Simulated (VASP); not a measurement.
## PbSe (Clausthalite) under strain

Aim: follow the gap and pressure of PbSe (Clausthalite) through compression, expansion and shear. All runs use r2SCAN. Left out of this account: at least 1 further run (fields: a reference on another mesh). The start is a cell from a database of measured crystal structures.

Program: VASP 6.6.1. Level of theory: r2SCAN; plane waves and PAW (Pb_d, Se). Results are calculated unless marked as measured.

Report form: the programs' logs are mostly left out.

### 1. Starting point

Symmetry: Fm-3m, No. 225, cubic system. The conventional cell has a = 6.121 Å, b = 6.121 Å, c = 6.121 Å, α = 90.00°, β = 90.00°, γ = 90.00°. Nearest to Pb lie 6 Se at 3.06 Å. Nearest to Se lie 6 Pb at 3.06 Å. Farther neighbours and most contacts between anions are not listed.

### 2. Bands, cell as listed

Levels along the symmetry lines show where the bands peak and cross; KPOINTS_OPT computes them in the converged potential. r2SCAN adds the kinetic-energy density, costs more than a GGA and is run with LASPH.

The input, INCAR:

```
SYSTEM = PbSe
PREC = Accurate
ENCUT = 400
EDIFF = 1E-06
NELM = 100
ISMEAR = -1
SIGMA = 0.05
LREAL = .FALSE.
ALGO = Normal
METAGGA = R2SCAN
LASPH = .TRUE.
NBANDS = 22
LORBIT = 11
LWAVE = .FALSE.
LCHARG = .FALSE.
KPAR = 2
```

The input, POSCAR:

```
PbSe
1.0
    0.0000000000      3.0606500000      3.0606500000
    3.0606500000      0.0000000000      3.0606500000
    3.0606500000      3.0606500000      0.0000000000
Pb Se
1 1
Direct
    0.0000000000      0.0000000000      0.0000000000
    0.5000000000      0.5000000000      0.5000000000
```

The input, KPOINTS:

```
Automatic mesh
0
Gamma
7 7 7
0 0 0
```

The input, KPOINTS_OPT:

```
Line mode
16
Line-mode
Reciprocal
  0.00000000   0.00000000   0.00000000 GAMMA
  0.50000000   0.00000000   0.50000000 X

  0.50000000   0.00000000   0.50000000 X
  0.50000000   0.25000000   0.75000000 W

  0.50000000   0.25000000   0.75000000 W
  0.37500000   0.37500000   0.75000000 K

  0.37500000   0.37500000   0.75000000 K
  0.00000000   0.00000000   0.00000000 GAMMA

  0.00000000   0.00000000   0.00000000 GAMMA
  0.50000000   0.50000000   0.50000000 L

  0.50000000   0.50000000   0.50000000 L
  0.62500000   0.25000000   0.62500000 U

  0.62500000   0.25000000   0.62500000 U
  0.50000000   0.25000000   0.75000000 W

  0.50000000   0.25000000   0.75000000 W
  0.50000000   0.50000000   0.50000000 L

  0.50000000   0.50000000   0.50000000 L
  0.37500000   0.37500000   0.75000000 K

  0.62500000   0.25000000   0.62500000 U
  0.50000000   0.00000000   0.50000000 X
```

Potentials, in the order of the species: Pb_d and Se (PBE family, release 64).

The run is started by

```console
$ mpirun -np 2 vasp_std
```

Wall time 2.2 min (2 MPI ranks of Intel Xeon Platinum 8259CL at 2.50GHz (Skylake/Cascade Lake), shared host); peak memory 0.34 GiB; 4.4 min of CPU time.

Spin-orbit coupling is off here; it can split and shift levels that hold much weight on Pb by tenths of an eV or more. The PAW data sets were made with PBE, which is usual practice but a small mismatch for other functionals.

Numbers from this step:

* SCF cycles: 13
* electrons: 20
* bands: 22
* irreducible k-points: 20
* symmetry operations: 48
* free energy (TOTEN): -71.9309 eV
* Fermi energy: 5.246 eV
* pressure: 1.451 GPa
* metallic, judged on the points sampled: no
* least gap on mesh and path: 0.5789 eV
* least direct gap on mesh and path: 0.5789 eV
* valence top at k: 0.5, 0.5, 0.5
* conduction bottom at k: 0.5, 0.5, 0.5
* least direct gap at k: 0.5, 0.5, 0.5

Electronic bands along the path, in eV, zero at the valence-band top; v1 is the highest filled band, c1 the lowest empty one:

```tsv
point	v4	v3	v2	v1	c1	c2	c3	c4
Γ	-6.36	-2.03	-2.03	-2.03	5.04	5.04	5.04	6.95
0.53 of the way	-7.60	-2.83	-2.83	-2.00	2.93	4.79	5.15	5.15
X	-7.55	-5.16	-3.40	-3.40	4.02	5.99	5.99	6.47
0.53 of the way	-7.97	-4.92	-3.77	-2.23	3.95	4.49	6.07	6.62
W	-8.24	-4.40	-4.40	-0.89	2.16	5.30	5.30	8.19
0.47 of the way	-8.25	-4.64	-3.82	-1.42	2.72	4.82	5.66	7.08
K	-8.26	-4.75	-2.88	-2.47	3.69	4.29	5.82	6.23
0.47 of the way	-8.12	-3.17	-1.53	-0.44	1.44	2.32	4.54	7.73
Γ	-6.36	-2.03	-2.03	-2.03	5.04	5.04	5.04	6.95
0.47 of the way	-7.62	-1.89	-1.89	-1.16	2.62	3.31	3.31	6.88
L	-9.07	-1.61	-1.61	0.00	0.58	1.91	1.91	9.08
0.47 of the way	-8.84	-3.16	-2.11	-1.29	1.94	2.73	4.00	8.02
U	-8.26	-4.75	-2.88	-2.47	3.69	4.29	5.82	6.23
0.47 of the way	-8.25	-4.67	-3.71	-1.55	2.86	4.74	5.70	6.91
W	-8.24	-4.40	-4.40	-0.89	2.16	5.30	5.30	8.19
0.47 of the way	-8.68	-3.50	-3.14	-0.90	1.71	3.89	4.55	8.02
L	-9.07	-1.61	-1.61	0.00	0.58	1.91	1.91	9.08
0.53 of the way	-8.77	-3.45	-2.22	-1.48	2.21	2.93	4.35	7.78
K	-8.26	-4.75	-2.88	-2.47	3.69	4.29	5.82	6.23
jump to U	-8.26	-4.75	-2.88	-2.47	3.69	4.29	5.82	6.23
0.53 of the way	-7.77	-5.07	-3.28	-3.16	4.16	5.50	5.73	6.31
X	-7.55	-5.16	-3.40	-3.40	4.02	5.99	5.99	6.47
```

Of the projections kept (Pb, Se), the largest for each band there, as a share of the weight inside these atoms' spheres; weight between the spheres isn't counted:

```tsv
point	v4	v3	v2	v1	c1	c2	c3	c4
Γ	Pb 0.69	Se 0.86	Se 0.86	Se 0.86	Pb 0.84	Pb 0.84	Pb 0.84	Se 0.53
X	Pb 0.93	Se 0.66	Se 0.75	Se 0.75	Pb 0.55	Pb 0.61	Pb 0.61	Se 0.65
W	Pb 0.94	Se 0.69	Se 0.69	Se 0.81	Pb 0.86	Se 0.68	Se 0.68	Pb 0.74
K	Pb 0.93	Se 0.68	Se 0.78	Se 0.61	Se 0.53	Pb 0.65	Se 0.66	Pb 0.75
Γ	Pb 0.69	Se 0.86	Se 0.86	Se 0.86	Pb 0.84	Pb 0.84	Pb 0.84	Se 0.53
L	Pb 0.89	Se 0.94	Se 0.94	Se 0.61	Pb 0.70	Pb 0.91	Pb 0.91	Se 0.72
```

The gap is 0.58 eV, direct at L.

### 3. Bands, volume times 1.04

The cell is expanded evenly, with fractional positions held.

INCAR is that of step 2.

The input, POSCAR:

```
PbSe
1.0
    0.0000000000      3.1009263293      3.1009263293
    3.1009263293      0.0000000000      3.1009263293
    3.1009263293      3.1009263293      0.0000000000
Pb Se
1 1
Direct
    0.0000000000      0.0000000000      0.0000000000
    0.5000000000      0.5000000000      0.5000000000
```

KPOINTS is that of step 2.

KPOINTS_OPT is that of step 2.

The run is started by

```console
$ mpirun -np 2 vasp_std
```

It took 3.1 min on 2 MPI ranks; peak memory 0.38 GiB; 6.1 min of CPU time.

Numbers from this step:

```yaml
scf_cycles: 14
free_energy_toten: -71.9375 eV
fermi_energy: 4.791 eV
pressure: -0.6296 GPa
least_gap_on_mesh_and_path: 0.7074 eV
least_direct_gap_on_mesh_and_path: 0.7074 eV
```

Electronic bands along the path, in eV, zero at the valence-band top; v1 is the highest filled band, c1 the lowest empty one:

```tsv
point	v4	v3	v2	v1	c1	c2	c3	c4
Γ	-6.39	-1.81	-1.81	-1.81	4.98	4.98	4.98	7.07
0.47 of the way	-7.37	-2.43	-2.43	-1.27	2.45	5.00	5.00	5.20
X	-7.45	-4.79	-3.11	-3.11	4.22	5.87	5.87	6.33
0.47 of the way	-7.75	-4.61	-3.38	-2.25	4.28	4.53	6.05	6.37
W	-8.06	-4.06	-4.06	-0.77	2.23	5.31	5.31	8.15
0.47 of the way	-8.06	-4.29	-3.52	-1.27	2.76	4.85	5.61	7.07
K	-8.08	-4.39	-2.61	-2.27	3.71	4.27	5.75	6.30
0.47 of the way	-7.96	-2.89	-1.34	-0.39	1.53	2.42	4.58	7.72
Γ	-6.39	-1.81	-1.81	-1.81	4.98	4.98	4.98	7.07
0.47 of the way	-7.50	-1.67	-1.67	-1.05	2.66	3.37	3.37	6.98
L	-8.81	-1.42	-1.42	0.00	0.71	2.03	2.03	9.06
0.47 of the way	-8.59	-2.89	-1.89	-1.17	2.01	2.80	3.99	8.07
U	-8.08	-4.39	-2.61	-2.27	3.71	4.27	5.75	6.30
0.53 of the way	-8.06	-4.29	-3.52	-1.27	2.76	4.85	5.61	7.07
W	-8.06	-4.06	-4.06	-0.77	2.23	5.31	5.31	8.15
0.53 of the way	-8.53	-2.97	-2.59	-0.78	1.70	3.53	4.20	8.15
L	-8.81	-1.42	-1.42	0.00	0.71	2.03	2.03	9.06
0.53 of the way	-8.53	-3.17	-1.99	-1.35	2.26	2.99	4.32	7.84
K	-8.08	-4.39	-2.61	-2.27	3.71	4.27	5.75	6.30
jump to U	-8.08	-4.39	-2.61	-2.27	3.71	4.27	5.75	6.30
0.47 of the way	-7.69	-4.67	-2.96	-2.84	4.31	5.29	5.65	6.15
X	-7.45	-4.79	-3.11	-3.11	4.22	5.87	5.87	6.33
```

Of the projections kept (Pb, Se), the largest for each band there, as a share of the weight inside these atoms' spheres; weight between the spheres isn't counted:

```tsv
point	v4	v3	v2	v1	c1	c2	c3	c4
Γ	Pb 0.70	Se 0.87	Se 0.87	Se 0.87	Pb 0.84	Pb 0.84	Pb 0.84	Se 0.53
X	Pb 0.93	Se 0.67	Se 0.76	Se 0.76	Pb 0.55	Pb 0.61	Pb 0.61	Se 0.64
W	Pb 0.95	Se 0.70	Se 0.70	Se 0.83	Pb 0.87	Se 0.66	Se 0.66	Pb 0.76
K	Pb 0.94	Se 0.68	Se 0.79	Se 0.63	Se 0.51	Pb 0.66	Se 0.64	Pb 0.75
Γ	Pb 0.70	Se 0.87	Se 0.87	Se 0.87	Pb 0.84	Pb 0.84	Pb 0.84	Se 0.53
L	Pb 0.90	Se 0.95	Se 0.95	Se 0.63	Pb 0.71	Pb 0.92	Pb 0.92	Se 0.72
```

The gap is 0.71 eV, direct at L. That is +0.13 eV from the cell as listed. The pressure is -0.63 GPa.

### 4. Bands, volume times 1.08

INCAR is that of step 3.

The input, POSCAR:

```
PbSe
1.0
    0.0000000000      3.1401827287      3.1401827287
    3.1401827287      0.0000000000      3.1401827287
    3.1401827287      3.1401827287      0.0000000000
Pb Se
1 1
Direct
    0.0000000000      0.0000000000      0.0000000000
    0.5000000000      0.5000000000      0.5000000000
```

KPOINTS is that of step 3.

KPOINTS_OPT is that of step 3.

The run is started by

```console
$ mpirun -np 2 vasp_std
```

Wall time 3.2 min (2 MPI ranks); peak memory 0.32 GiB.

This step gave:

| Property | Result |
| --- | --- |
| free energy (TOTEN) | -71.9170 eV |
| Fermi energy | 4.374 eV |
| pressure | -2.331 GPa |
| least gap on mesh and path | 0.8166 eV |
| least direct gap on mesh and path | 0.8166 eV |

Electronic bands along the path, in eV, zero at the valence-band top; v1 is the highest filled band, c1 the lowest empty one:

```tsv
point	v4	v3	v2	v1	c1	c2	c3	c4
Γ	-6.43	-1.61	-1.61	-1.61	4.92	4.92	4.92	7.18
0.53 of the way	-7.40	-2.33	-2.33	-1.66	2.93	5.05	5.05	5.13
X	-7.37	-4.45	-2.84	-2.84	4.39	5.75	5.75	6.19
0.47 of the way	-7.63	-4.28	-3.11	-2.05	4.23	4.65	5.94	6.29
W	-7.91	-3.75	-3.75	-0.67	2.28	5.29	5.29	8.11
0.47 of the way	-7.91	-3.98	-3.24	-1.13	2.78	4.85	5.55	7.06
K	-7.92	-4.07	-2.37	-2.09	3.70	4.25	5.66	6.36
0.47 of the way	-7.82	-2.63	-1.16	-0.34	1.61	2.49	4.59	7.71
Γ	-6.43	-1.61	-1.61	-1.61	4.92	4.92	4.92	7.18
0.47 of the way	-7.41	-1.48	-1.48	-0.95	2.69	3.41	3.41	7.05
L	-8.59	-1.25	-1.25	0.00	0.82	2.13	2.13	9.03
0.47 of the way	-8.39	-2.65	-1.69	-1.06	2.06	2.86	3.96	8.11
U	-7.92	-4.07	-2.37	-2.09	3.70	4.25	5.66	6.36
0.53 of the way	-7.91	-3.98	-3.24	-1.13	2.78	4.85	5.55	7.06
W	-7.91	-3.75	-3.75	-0.67	2.28	5.29	5.29	8.11
0.47 of the way	-8.26	-2.95	-2.65	-0.70	1.89	3.90	4.47	8.10
L	-8.59	-1.25	-1.25	0.00	0.82	2.13	2.13	9.03
0.53 of the way	-8.33	-2.91	-1.79	-1.23	2.30	3.04	4.29	7.88
K	-7.92	-4.07	-2.37	-2.09	3.70	4.25	5.66	6.36
jump to U	-7.92	-4.07	-2.37	-2.09	3.70	4.25	5.66	6.36
0.53 of the way	-7.53	-4.37	-2.74	-2.66	4.44	5.32	5.60	6.06
X	-7.37	-4.45	-2.84	-2.84	4.39	5.75	5.75	6.19
```

Of the projections kept (Pb, Se), the largest for each band there, as a share of the weight inside these atoms' spheres; weight between the spheres isn't counted:

```tsv
point	v4	v3	v2	v1	c1	c2	c3	c4
Γ	Pb 0.72	Se 0.87	Se 0.87	Se 0.87	Pb 0.84	Pb 0.84	Pb 0.84	Se 0.53
X	Pb 0.94	Se 0.67	Se 0.76	Se 0.76	Pb 0.55	Pb 0.62	Pb 0.62	Se 0.63
W	Pb 0.96	Se 0.70	Se 0.70	Se 0.84	Pb 0.88	Se 0.64	Se 0.64	Pb 0.77
K	Pb 0.95	Se 0.69	Se 0.79	Se 0.65	Pb 0.50	Pb 0.66	Se 0.63	Pb 0.74
Γ	Pb 0.72	Se 0.87	Se 0.87	Se 0.87	Pb 0.84	Pb 0.84	Pb 0.84	Se 0.53
L	Pb 0.91	Se 0.95	Se 0.95	Se 0.65	Pb 0.72	Pb 0.93	Pb 0.93	Se 0.73
```

The gap is 0.82 eV, direct at L. That is +0.24 eV from the cell as listed. The pressure is -2.33 GPa.

### 5. Bands, sheared, principal strains -1.6, -0.4, +2.0 %

The first cell is sheared at its own volume, which lowers its symmetry.

INCAR is that of step 4.

The input, POSCAR:

```
PbSe
1.0
    0.0133600000      3.0477060000      2.9932270000
    3.0574300000     -0.0446390000      3.0512260000
    3.0498920000      3.0981660000     -0.0371010000
Pb Se
1 1
Direct
    0.0000000000      0.0000000000      0.0000000000
    0.5000000000      0.5000000000      0.5000000000
```

KPOINTS is that of step 4.

The input, KPOINTS_OPT:

```
Line mode
16
Line-mode
Reciprocal
  0.00000000   0.50000000   0.00000000 X
  0.00000000   0.00000000   0.00000000 GAMMA

  0.00000000   0.00000000   0.00000000 GAMMA
  0.00000000   0.00000000   0.50000000 Y

  0.00000000   0.50000000   0.50000000 L
  0.00000000   0.00000000   0.00000000 GAMMA

  0.00000000   0.00000000   0.00000000 GAMMA
  0.50000000   0.00000000   0.00000000 Z

  0.50000000   0.50000000   0.00000000 N
  0.00000000   0.00000000   0.00000000 GAMMA

  0.00000000   0.00000000   0.00000000 GAMMA
  0.50000000   0.00000000   0.50000000 M

  0.50000000   0.50000000   0.50000000 R
  0.00000000   0.00000000   0.00000000 GAMMA
```

The run is started by

```console
$ mpirun -np 2 vasp_std
```

Elapsed: 4.6 min, on 2 MPI ranks; peak memory 0.64 GiB; 9.2 min of CPU time.

The path and its labels are those of the sheared lattice, so a letter need not mean the same point as in the unstrained cell.

Numbers from this step:

| Quantity | Value |
| --- | --- |
| SCF cycles | 13 |
| irreducible k-points | 172 |
| symmetry operations | 2 |
| free energy (TOTEN) | -71.9234 eV |
| Fermi energy | 5.227 eV |
| pressure | 1.481 GPa |
| least gap on mesh and path | 0.3783 eV |
| least direct gap on mesh and path | 0.5409 eV |
| valence top at k | 0, 0.5, 0 |
| conduction bottom at k | 0.5, 0, 0 |

The electronic bands at the labelled points (eV, zero at the valence-band top; v1 is the highest filled band, c1 the lowest empty one):

```tsv
point	v4	v3	v2	v1	c1	c2	c3	c4
X	-9.22	-1.68	-1.61	0.00	0.58	1.87	1.99	8.96
0.53 of the way	-7.75	-1.99	-1.85	-1.26	2.58	3.21	3.39	6.82
Γ	-6.45	-2.25	-2.16	-1.95	4.69	5.05	5.12	6.65
0.47 of the way	-7.74	-2.02	-1.84	-1.25	2.57	3.20	3.36	6.81
Y	-9.20	-1.69	-1.63	-0.03	0.55	1.86	1.94	8.96
jump to L	-7.67	-5.25	-3.67	-3.31	3.93	5.66	6.10	6.45
0.47 of the way	-7.72	-3.08	-2.74	-2.04	2.86	4.70	4.82	5.23
Γ	-6.45	-2.25	-2.16	-1.95	4.69	5.05	5.12	6.65
0.53 of the way	-7.93	-2.03	-1.94	-1.07	2.05	2.82	2.96	6.94
Z	-9.09	-1.79	-1.71	-0.17	0.38	1.66	1.79	9.04
jump to N	-7.67	-5.26	-3.58	-3.41	3.91	5.62	6.06	6.51
0.47 of the way	-7.74	-2.99	-2.83	-2.01	2.86	4.68	4.82	5.19
Γ	-6.45	-2.25	-2.16	-1.95	4.69	5.05	5.12	6.65
0.53 of the way	-7.60	-2.96	-2.89	-2.20	2.80	4.73	5.17	5.21
M	-7.58	-5.22	-3.50	-3.42	3.98	5.88	5.95	6.32
jump to R	-9.12	-1.78	-1.68	-0.13	0.42	1.70	1.86	9.02
0.47 of the way	-7.95	-2.02	-1.90	-1.07	2.07	2.85	3.00	6.95
Γ	-6.45	-2.25	-2.16	-1.95	4.69	5.05	5.12	6.65
```

Of the projections kept (Pb, Se), the largest for each band there, as a share of the weight inside these atoms' spheres; weight between the spheres isn't counted:

```tsv
point	v4	v3	v2	v1	c1	c2	c3	c4
X	Pb 0.88	Se 0.95	Se 0.95	Se 0.61	Pb 0.69	Pb 0.91	Pb 0.91	Se 0.71
Γ	Pb 0.69	Se 0.85	Se 0.86	Se 0.88	Pb 0.86	Pb 0.84	Pb 0.83	Se 0.53
Y	Pb 0.88	Se 0.94	Se 0.95	Se 0.61	Pb 0.70	Pb 0.91	Pb 0.91	Se 0.71
L	Pb 0.93	Se 0.66	Se 0.74	Se 0.76	Pb 0.55	Pb 0.62	Pb 0.60	Se 0.65
Γ	Pb 0.69	Se 0.85	Se 0.86	Se 0.88	Pb 0.86	Pb 0.84	Pb 0.83	Se 0.53
Z	Pb 0.89	Se 0.94	Se 0.94	Se 0.61	Pb 0.71	Pb 0.91	Pb 0.91	Se 0.73
```

The gap is 0.38 eV, indirect. That is -0.20 eV from the cell as listed. The pressure is 1.48 GPa, and the symmetry operations fall from 48 to 2.

### 6. Bands, volume times 0.96

The cell is compressed evenly, with fractional positions held.

INCAR is that of step 5.

The input, POSCAR:

```
PbSe
1.0
    0.0000000000      3.0192847941      3.0192847941
    3.0192847941      0.0000000000      3.0192847941
    3.0192847941      3.0192847941      0.0000000000
Pb Se
1 1
Direct
    0.0000000000      0.0000000000      0.0000000000
    0.5000000000      0.5000000000      0.5000000000
```

KPOINTS is that of step 5.

The input, KPOINTS_OPT:

```
Line mode
16
Line-mode
Reciprocal
  0.00000000   0.00000000   0.00000000 GAMMA
  0.50000000   0.00000000   0.50000000 X

  0.50000000   0.00000000   0.50000000 X
  0.50000000   0.25000000   0.75000000 W

  0.50000000   0.25000000   0.75000000 W
  0.37500000   0.37500000   0.75000000 K

  0.37500000   0.37500000   0.75000000 K
  0.00000000   0.00000000   0.00000000 GAMMA

  0.00000000   0.00000000   0.00000000 GAMMA
  0.50000000   0.50000000   0.50000000 L

  0.50000000   0.50000000   0.50000000 L
  0.62500000   0.25000000   0.62500000 U

  0.62500000   0.25000000   0.62500000 U
  0.50000000   0.25000000   0.75000000 W

  0.50000000   0.25000000   0.75000000 W
  0.50000000   0.50000000   0.50000000 L

  0.50000000   0.50000000   0.50000000 L
  0.37500000   0.37500000   0.75000000 K

  0.62500000   0.25000000   0.62500000 U
  0.50000000   0.00000000   0.50000000 X
```

The run is started by

```console
$ mpirun -np 2 vasp_std
```

Wall time 2.1 min (2 MPI ranks); peak memory 0.33 GiB; 4.1 min of CPU time.

This step gave:

- irreducible k-points: 20
- symmetry operations: 48
- free energy (TOTEN): -71.8911 eV
- Fermi energy: 5.743 eV
- pressure: 4.021 GPa
- least gap on mesh and path: 0.4282 eV
- least direct gap on mesh and path: 0.4282 eV
- valence top at k: 0.5, 0.5, 0.5
- conduction bottom at k: 0.5, 0.5, 0.5

The electronic bands at the labelled points (eV, zero at the valence-band top; v1 is the highest filled band, c1 the lowest empty one):

```tsv
point	v4	v3	v2	v1	c1	c2	c3	c4
Γ	-6.33	-2.29	-2.29	-2.29	5.08	5.08	5.08	6.81
0.53 of the way	-7.73	-3.13	-3.13	-2.20	2.93	4.58	5.19	5.19
X	-7.68	-5.57	-3.72	-3.72	3.79	6.11	6.11	6.62
0.47 of the way	-8.08	-5.38	-4.03	-2.71	4.21	4.35	6.26	6.57
W	-8.46	-4.77	-4.77	-1.01	2.08	5.27	5.27	8.24
0.47 of the way	-8.47	-5.03	-4.16	-1.58	2.67	4.76	5.69	7.10
K	-8.49	-5.14	-3.17	-2.69	3.66	4.30	5.88	6.16
0.53 of the way	-8.05	-3.23	-1.75	-0.63	1.59	2.40	4.43	7.41
Γ	-6.33	-2.29	-2.29	-2.29	5.08	5.08	5.08	6.81
0.53 of the way	-8.07	-2.08	-2.08	-1.08	2.18	2.93	2.93	6.94
L	-9.38	-1.83	-1.83	0.00	0.43	1.76	1.76	9.10
0.53 of the way	-9.05	-3.76	-2.48	-1.62	2.14	2.85	4.37	7.71
U	-8.49	-5.14	-3.17	-2.69	3.66	4.30	5.88	6.16
0.53 of the way	-8.47	-5.03	-4.16	-1.58	2.67	4.76	5.69	7.10
W	-8.46	-4.77	-4.77	-1.01	2.08	5.27	5.27	8.24
0.47 of the way	-8.96	-3.82	-3.43	-1.03	1.59	3.87	4.57	7.97
L	-9.38	-1.83	-1.83	0.00	0.43	1.76	1.76	9.10
0.53 of the way	-9.05	-3.76	-2.48	-1.62	2.14	2.85	4.37	7.71
K	-8.49	-5.14	-3.17	-2.69	3.66	4.30	5.88	6.16
jump to U	-8.49	-5.14	-3.17	-2.69	3.66	4.30	5.88	6.16
0.47 of the way	-7.99	-5.45	-3.56	-3.37	4.00	5.44	5.76	6.38
X	-7.68	-5.57	-3.72	-3.72	3.79	6.11	6.11	6.62
```

Of the projections kept (Pb, Se), the largest for each band there, as a share of the weight inside these atoms' spheres; weight between the spheres isn't counted:

```tsv
point	v4	v3	v2	v1	c1	c2	c3	c4
Γ	Pb 0.68	Se 0.86	Se 0.86	Se 0.86	Pb 0.85	Pb 0.85	Pb 0.85	Se 0.53
X	Pb 0.92	Se 0.66	Se 0.75	Se 0.75	Pb 0.55	Pb 0.61	Pb 0.61	Se 0.66
W	Pb 0.94	Se 0.69	Se 0.69	Se 0.80	Pb 0.86	Se 0.70	Se 0.70	Pb 0.73
K	Pb 0.92	Se 0.67	Se 0.78	Se 0.60	Se 0.55	Pb 0.65	Se 0.67	Pb 0.75
Γ	Pb 0.68	Se 0.86	Se 0.86	Se 0.86	Pb 0.85	Pb 0.85	Pb 0.85	Se 0.53
L	Pb 0.87	Se 0.94	Se 0.94	Se 0.59	Pb 0.68	Pb 0.90	Pb 0.90	Se 0.72
```

The gap is 0.43 eV, direct at L. That is -0.15 eV from the cell as listed. The pressure is 4.02 GPa.

[end of part 1 of 2]

[Lines on the potential files, build, host, timing and source positions are cut from VASP's logs without a mark.]

[Logs are printed without paths, hosts, clocks, repeated set-up lines and the standing remarks that a program may print on its own settings, such as how far it seeks lower states.]

[Hosts, paths, dates, database ids (printed as entryN), source tags and the programs' standing remarks are cut or masked in the printed files.]

[A measured line is paired with the nearest computed mode of its activity, which favours agreement.]

[In band tables of VASP the shares of atoms and orbitals are scaled to a sum of 1 inside the atoms' spheres.]
